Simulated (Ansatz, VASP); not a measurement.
# LaPd2 in VASP and in Ansatz

```
La Pd
1.0
    -1.99042    1.99042    4.44172
     1.99042   -1.99042    4.44172
     1.99042    1.99042   -4.44172
La Pd
1 2
Direct
  0.00000 0.00000 0.00000
  0.25000 0.75000 0.50000
  0.75000 0.25000 0.50000
```

Change from the starting cell: volume scaled by 0.98.

Alike in both runs: task single point; functional PBE; k mesh 9 × 9 × 9; occupations fermi-dirac, width 0.05 eV; no spin polarisation.

|  | VASP | Ansatz |
| --- | --- | --- |
| version | VASP 6.6.1 | Ansatz 0.2.0 |
| potentials or method | VASP PAW PBE potentials, release 64 (La, Pd) | Ansatz PAW |
| plane-wave cutoff (eV) | 520 | 420 |
| valence electrons in the cell | 31 | 47 |

|  | VASP | Ansatz | Ansatz less VASP |
| --- | --- | --- | --- |
| gap on the k mesh at the Fermi level (eV) | none | none | - |
| pressure (GPa) | 1.1 | 1.1 | +0.05 |
| largest component of the traceless stress (GPa) | 0.23 | 0.21 | -0.020 |

A gap of «none» marks a metal or a gap that the smearing closes. The two sets of potentials don't hold the same shells in valence.

The runs have no spin-orbit coupling, so splittings on La are missing.
